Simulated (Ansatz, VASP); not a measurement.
# SbP in two plane-wave programs, part 2 of 2

Wanted: the spread between two codes on one cell, functional and k mesh. The cell is generated by rule, not measured, and may not be a known phase. The cell is taken from a series of runs on this material, whose earlier steps may have relaxed, scaled, displaced or heated it; both programs get it as it stands.

VASP 6.6.1 and Ansatz 0.2.0.

So far: The structure; VASP: relaxation of cell and atoms, r2SCAN.

The structure was built from a prototype and need not be the compound's stable phase.

**3. Ansatz: relaxation of cell and atoms, r2SCAN**

Level of this step: Ansatz beside VASP: Kohn-Sham DFT, plane waves, r2SCAN (Ansatz).

Ansatz runs on its default PAW (the set named soft_2) files.

The same cell, functional, mesh and smearing now go to Ansatz, which takes its cutoff from its data sets.

File input.yaml:

```yaml
crystal:
  lattice:
    - [3.8093248411, 2.915e-06, 0.0]
    - [-1.904664945, 3.2989706262, 0.0]
    - [0.0, 0.0, 7.1391191347]
  atoms:
    - { symbol: Sb, position: [0.0, 0.0, 0.0] }
    - { symbol: Sb, position: [0.0, 0.0, 0.5] }
    - { symbol: P, position: [0.3333333333, 0.6666666667, 0.25] }
    - { symbol: P, position: [0.6666666667, 0.3333333333, 0.75] }
kpoints:
  mp_grid: { grid: [12, 12, 6] }
hamiltonian:
  xc: r2scan
scf:
  occupations: { method: methfessel_paxton, width: 0.2 }
output:
  forces: true
  stress: true
  eigenvalues: true
relax:
  adjacent_minimum: "off"
  f_tol: 0.001
  max_steps: 60
  cell: { stress_tol: 0.01 }
```

Command:

```sh
$ ansatz run input.yaml --threads 4 --pin off --max-ram 7168MiB --backend cpu --events-out ev --progress --plain --runs-dir out
```

Numbers of over 12 decimals in the logs are rounded to 6 here.

Output:

```text
Engine: ansatz 0.2.0, aarch64-unknown-linux-gnu
Pseudopotentials: kind: paw
Pseudopotential: Sb, paw, valence charge 15, recommended cutoff 500 eV (meta_gga), Sb.paw.azcp
Pseudopotential: P, paw, valence charge 5, recommended cutoff 500 eV (meta_gga), P.paw.azcp
Functional definition: r2SCAN
  parameter k0 = 0.174
  parameter k1 = 0.065
  parameter a1 = 4.9479
  exchange = r2scan_x(k0 = k0, k1 = k1, a1 = a1)
  correlation = r2scan_c
Crystal: 4 atoms, lattice volume = 89.716 Å³
Basis set: ecut = 500 eV, 2229 PW (Γ), exchange–correlation on 120×120×216 points (64 copies of the dense FFT grid, shifted against one another)
Bands: 24, of which v1, the nominal top of the filled ones, is band 20 counted from 1 (19 counted from 0)
Symmetry: 24 space group operations
Space group: P63/mmc (ITA 194), of the structure as read, at distance tolerance 4.5e-5 Å
k-points: 76 of 864
Non-local potential: Sb, projectors of the file, l = 0: 2, l = 1: 2, l = 2: 2, l = 3: 2
Non-local potential: P, projectors of the file, l = 0: 2, l = 1: 2, l = 2: 2
PAW form: soft (Blöchl's): semilocal exchange-correlation on the pseudo side does not see the compensation charge
PAW frozen core: Sb, regenerated for the run's functional (the file was generated under x = pbe(κ = 0.804, μ = 0.219515), c = pbe(β = 0.066725))
PAW frozen core: P, regenerated for the run's functional (the file was generated under x = pbe(κ = 0.804, μ = 0.219515), c = pbe(β = 0.066725))
PAW one-centre angular grid: Sb, 590 points (default); XC on 160 Gauss nodes
PAW one-centre angular grid: P, 302 points (default); XC on 160 Gauss nodes
Initial density: superposition of atomic densities (neutral atoms: chi_scale 0, normalization atom), corrected by the library's trained network
Initial wavefunctions: pseudopotential atomic-orbital guess
Functional: x = r2scan, c = r2scan; τ floored in thin density (d = 2e-4 eV/Å³)
SCF iter   1: F=—  HF=-14515.342728 eV  |F-HF|=—  |Δ(HF+E_count)|=         —  Δρ=5.18e-3  dr2=1.64e-2  dr2_τ=4.34e-3  ethr=1.77e-3  ⟨swp⟩=6.6  Hψ=8852  notcnv=0
preconditioner: auto → Kerker (q_TF=auto, 2.385 Å⁻¹)  [metal: Δε(μ)=0.060 eV  Ē_g=8.161 eV  σ=0.200 eV  W_gap=0.24  n_scr=22 (ndim 8)  ℏωp=17.5 eV  f_vac=0.000  D(μ)=1.23/eV (n_scr^D=2)]
SCF iter   2: F=—  HF=-14515.377521 eV  |F-HF|=—  |Δ(HF+E_count)|=   3.48e-2  S|Δr|=    0.00e0  Δρ=2.49e-3  dr2=3.03e-3  dr2_τ=1.69e-4  ethr=4.10e-5  ⟨swp⟩=2.3  Hψ=4081  notcnv=0
SCF iter   3: F=—  HF=-14515.378411 eV  |F-HF|=—  |Δ(HF+E_count)|=   8.90e-4  S|Δr|=    0.00e0  Δρ=1.02e-3  dr2=5.88e-4  dr2_τ=2.44e-5  ethr=7.58e-6  ⟨swp⟩=1.5  Hψ=1914  notcnv=0
SCF iter   4: F=—  HF=-14515.378578 eV  |F-HF|=—  |Δ(HF+E_count)|=   1.67e-4  S|Δr|=    0.00e0  Δρ=1.56e-4  dr2=2.18e-5  dr2_τ=1.59e-6  ethr=1.47e-6  ⟨swp⟩=2.9  Hψ=2774  notcnv=0
SCF iter   5: F=—  HF=-14515.378582 eV  |F-HF|=—  |Δ(HF+E_count)|=   4.02e-6  S|Δr|=    0.00e0  Δρ=5.96e-5  dr2=3.88e-6  dr2_τ=2.93e-8  ethr=5.46e-8  ⟨swp⟩=2.7  Hψ=2589  notcnv=0
SCF iter   6: F=-14515.378582 eV  HF=-14515.378582 eV  |F-HF|=7.93e-9  |Δ(HF+E_count)|=   6.81e-8  S|Δr|=    0.00e0  Δρ=9.13e-6  dr2=9.76e-8  dr2_τ=2.74e-8  ethr=2.50e-10  ⟨swp⟩=6.7  Hψ=10814  notcnv=0
SCF 1 converged in 6 iterations: F = -14515.378582 eV  dr2 = 9.76e-8
  greatest PAW one-centre occupation: 0.994 electrons in one spin orbital (limit 2), on the Sb atom at site 0 (counted from 0), in its partial waves of l = 2
relax step   1: F+E_penalty+E_count = -14515.37858179 eV  Δ(F+E_penalty+E_count) = +0.000e0 eV  max|allowed force component| = 9.021e-17 eV/Å  Δτ_max = 0.0000 Å  P = +0.008 GPa  Ω = 89.716 Å³  (6 SCF iters, dr2 threshold 1.00e-7 eV, accepted)
[...]
relax step   3: F+E_penalty+E_count = -14515.37858293 eV  Δ(F+E_penalty+E_count) = -1.133e-6 eV  max|allowed force component| = 1.943e-16 eV/Å  Δτ_max = 0.0000 Å  P = -0.013 GPa  Ω = 89.752 Å³  energy of the carried Pulay correction = -2.544e-6 eV  (8 SCF iters, accepted)
[...]
relax step   4: F+E_penalty+E_count = -14515.37858467 eV  Δ(F+E_penalty+E_count) = -1.738e-6 eV  max|allowed force component| = 6.476e-17 eV/Å  Δτ_max = 0.0000 Å  P = +0.001 GPa  Ω = 89.737 Å³  energy of the carried Pulay correction = -1.416e-6 eV  (6 SCF iters, dr2 threshold 7.22e-10 eV, accepted)
[...]
relax step   5: F+E_penalty+E_count = -14515.37858599 eV  Δ(F+E_penalty+E_count) = -1.330e-6 eV  max|allowed force component| = 7.170e-17 eV/Å  Δτ_max = 0.0000 Å  P = +0.001 GPa  Ω = 89.737 Å³  stress off target by 1.55e-3 GPa  SCF on the basis re-selected at this cell (its energy is not comparable with the rows above)  (5 SCF iters)
basis re-selected at this cell: Δ(F+E_penalty+E_count) = -1.330e-6 eV, ΔP = +0.000 GPa vs the last step (what re-selecting the basis moved, of the pressure what is left beyond the Pulay correction that the steps carried, after the strain that the cell walked since its last selection, with what the two solves' SCF thresholds leave and, on support functions, any second-order correction that the steps lacked; it is no m [...]
SCF converged after 5 iterations
Stability not checked: this state was not tested for a lower state beside it, because cold or Methfessel-Paxton smearing, or corrected tetrahedra, fill the levels in a way that the test cannot read (fill_not_monotonic; see scf.lower_state_search)
Free energy (F): -14515.378586 eV
Harris-Foulkes:  -14515.378586 eV  (|F-HF|=1.82e-12)
Internal energy: -14515.381162 eV  (E = F + TS)
E sigma→0 (E₀):  -14515.379230 eV
Entropy (-TS):   0.002576 eV (0.644 meV/atom)
Fermi energy:    10.226023 eV
--- Per-component energies (eV) ---
  E_band       = -319.340470
  E_kinetic    = 549.443381
  E_local      = -3294.679959  (includes V_loc(G=0)·N_el)
  E_nonlocal   = 791.866452
  E_hartree    = 1487.513954
  E_xc         = -370.318480
  E_vxc        = -334.305786  (∫ρ·V_xc dr)
  E_paw        = -10353.937397  (= ΣΔE_a)
  E_vpaw       = -1026.400899  (= ΣTr[D̂ρ^β])
  E_aug_tail   = -0.000000  (compensation charges beyond the density's cutoff)
  E_vtau       = 19.708479  (kinetic-family band-sum trace: ∫τ·v_τ [+ j·A + Jᵃ·Aᵃ] dr)
  E_ewald      = -3326.099503
  E_core_change = 0.830390  (= ΣΔE_core)
  E_smearing   = 0.002576  (= −TS)
  E_closure    = -0.000000  (closes the sum)
  Σ components = -14515.378586   (vs F -14515.378586, Δ=0.00e0)
--- Forces (eV/Å), atoms counted from 1 ---
  atom   1  Sb     0.00000000     0.00000000     0.00000000
  atom   2  Sb     0.00000000     0.00000000     0.00000000
  atom   3  P     -0.00000000     0.00000000     0.00000000
  atom   4  P      0.00000000    -0.00000000    -0.00000000
  max |Σ_I F_I| component: 9.25e-18 eV/Å
--- Stress (GPa, compression-positive) ---
        0.000408       0.000000       0.000000
       -0.000000       0.000408      -0.000000
        0.000000      -0.000000       0.001555
  P = ⅓ Tr σ = 0.0008 GPa (0.008 kbar)
--- Band table (eV; the first three rows and the last of 76) ---
  k-point 0: bands = [... 16 lower, 8.4115, 9.4138, 9.4138, 11.0572, 11.9324, 11.9324, 12.7544, 12.8872]
  k-point 1: bands = [... 16 lower, 8.4685, 9.3346, 9.3346, 10.8656, 11.9635, 11.9635, 12.7819, 12.7819]
  k-point 2: bands = [... 16 lower, 8.8124, 9.1281, 9.1281, 10.3830, 12.0732, 12.0732, 12.5370, 12.5370]
  k-point 75: bands = [... 16 lower, 7.0911, 7.0911, 8.0680, 8.0680, 9.3301, 9.3301, 14.8091, 14.8091]
--- Relaxed structure (4 steps of the walk, 3 accepted, 1 SCFs on fresh bases) ---
  F+E_penalty+E_count = -14515.37858599 eV   max|allowed force component| = 7.170e-17 eV/Å   (the final SCF, on the basis selected at the relaxed cell)
  cell:  # Å, volume = 89.7366 Å³
    - [3.810186, 2.915651034510399e-6, 0]
    - [-1.905096, 3.299717, 0]
    - [0, 0, 7.137505]
  atoms:
    - { symbol: Sb, position: [0, 0, 0] }
    - { symbol: Sb, position: [0, 0, 0.5] }
    - { symbol: P, position: [0.333333, 0.666667, 0.25] }
    - { symbol: P, position: [0.666667, 0.333333, 0.750000] }
```

In the SCF lines HF is the Harris–Foulkes energy and dr2 the Hartree energy of the density residual, in eV; the loop may stop once dr2 is under the threshold and the program's other checks hold. Hψ counts applications of the Hamiltonian.

**4. Comparison**

Known differences besides the potentials themselves: VASP keeps PBE cores, Ansatz makes them for the functional; the data sets hold 40 valence electrons in Ansatz (on its default PAW (the set named soft_2) files) and 20 in VASP; the cutoff is 500 eV in Ansatz and 550 eV in VASP; Ansatz adds a Pulay correction to the stress that steers its cell, VASP none. Total energies have different zeros and are not compared.

Both answers:

| quantity | Ansatz | VASP | difference |
| --- | --- | --- | --- |
| volume (Å³) | 89.74 | 89.59 | +0.17 % |
| edge a after relaxation, in the typed setting (Å) | 3.810 | 3.808 | +0.06 % |
| edge c after relaxation, in the typed setting (Å) | 7.138 | 7.133 | +0.06 % |

**5. Results**

```
difference in volume (relaxation of cell and atoms, r2SCAN) : 0.17 %
```

In words: The difference in volume is 0.17 % (relaxation of cell and atoms, r2SCAN), within the 1.2 % picked in this series as the mark of a large difference, as far as the stopping tolerances let one tell. The data sets hold unlike numbers of valence electrons (40 in Ansatz and 20 in VASP), so part of the differences comes from the potentials. 2 further runs of this series are not shown here. How closely two codes agree says nothing of how well the functional describes the real material.

[Lines on the potential files, build, host, timing and source positions are cut from VASP's logs without a mark.]

[Logs are printed without paths, hosts, clocks, repeated set-up lines and the standing remarks that a program may print on its own settings, such as how far it seeks lower states.]

[Hosts, paths, dates, database ids (printed as entryN), source tags and the programs' standing remarks are cut or masked in the printed files.]
